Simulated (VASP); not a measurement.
VASP input:

KPOINTS:
```
Automatic
0
Gamma
  10 10 10
0 0 0
```

POSCAR:
```
CoSi2
1
    0.0000000000     2.5982351034     2.5982351034
    2.5982351034     0.0000000000     2.5982351034
    2.5982351034     2.5982351034     0.0000000000
Co Si
1 2
Direct
  0.0000000000   0.0000000000   0.0000000000
  0.2500000000   0.2500000000   0.2500000000
  0.7500000000   0.7500000000   0.7500000000
```

INCAR:
```
# general
SYSTEM  = CoSi2
PREC    = Accurate
ENCUT   = 520
LREAL   = .FALSE.
LASPH   = .TRUE.   # aspherical one-centre terms

# electronic loop
EDIFF   = 1E-7   # SCF stop (eV)
NELM    = 100   # most electronic steps
ALGO    = Normal
LMAXMIX = 4   # l cut-off of mixed one-centre charges

# smearing
ISMEAR  = 1   # Methfessel-Paxton
SIGMA   = 0.1   # width (eV)

# functional
GGA     = PE   # PBE
IVDW    = 13   # D4

# ions
ISIF    = 2   # forces and stress, cell fixed

# output
LWAVE   = .FALSE.
LCHARG  = .FALSE.
```

POTCAR, in this order: Co Si (PBE.64 set). Program: vasp_std.

### Question
Write an equivalent input for Ansatz.

### Answer
One equivalent input (not run):
Ansatz 0.2 input:
```yaml
crystal:
  lattice:
    - [0.0000000, 2.5982351, 2.5982351]
    - [2.5982351, 0.0000000, 2.5982351]
    - [2.5982351, 2.5982351, 0.0000000]
  atoms:
    - { symbol: Co, position: [0.0000000, 0.0000000, 0.0000000] }
    - { symbol: Si, position: [0.2500000, 0.2500000, 0.2500000] }
    - { symbol: Si, position: [0.7500000, 0.7500000, 0.7500000] }
kpoints:
  mp_grid: { grid: [10, 10, 10] }
hamiltonian:
  xc: pbe
  dispersion: d4
  pseudopotentials: { kind: paw }
scf:
  occupations: { method: methfessel_paxton, width: 0.1 }
  max_iter: 100
output: { forces: true, stress: true, eigenvalues: true }
```
What does not carry over: each code has its own PAW files, so the cut-off isn't converted (ENCUT is set for VASP's; basis.ecutwfc is left out, and Ansatz then takes the one that its files recommend); Ansatz stops its SCF on the density residual and VASP on the energy change (EDIFF).

The compound is CoSi2 in the fluorite structure. This cell is one point of a volume scan, at 0.94 of the reference volume.
